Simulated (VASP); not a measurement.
Consider the following.

```
CELL_PARAMETERS angstrom
      3.65000     0.00000     0.00000
     -1.82500     3.16099     0.00000
      0.00000     0.00000     5.73000
ATOMIC_POSITIONS crystal
  Y  0.66667 0.33333 0.75000
  Y  0.33333 0.66667 0.25000
```

Computed with PBE GGA, VASP's PBE PAW potentials (set 64) (plane waves; VASP). Numerical set-up: 480 eV cut-off, 10×10×6 Γ-centred mesh, first-order Methfessel-Paxton smearing of 0.10 eV, potentials Y_sv.

Task: The ions, cell shape and volume are relaxed. Which structure does the run end with?

Result: 
```
CELL_PARAMETERS angstrom
      3.65693     0.00000     0.00000
     -1.82846     3.16699     0.00000
      0.00000     0.00000     5.64382
ATOMIC_POSITIONS crystal
  Y  0.66667 0.33333 0.75000
  Y  0.33333 0.66667 0.25000
```
Space group P6_3/mmc (194), at a tolerance of 0.03 Å.

Task: How do energy and volume change from the first to the last step?

Result: The energy (σ→0) changes by -1.7 meV/atom and the volume by -1.1 %, in 5 ionic steps.

| step | E(σ→0) (eV) | max force (eV/Å) | pressure (GPa) | volume (Å³) |
|---|---|---|---|---|
| 1 | -12.8698 | 0.000 | -0.43 | 66.11 |
| 2 | -12.8729 | 0.000 | 0.11 | 65.26 |
| 3 | -12.8730 | 0.000 | 0.15 | 65.16 |
| 4 | -12.8730 | 0.000 | 0.19 | 65.12 |
| 5 | -12.8733 | 0.000 | 0.03 | 65.36 |

The compound is Y in the hcp structure. This run relaxes it. Symmetry was kept, so distortions that lower it aren't found.
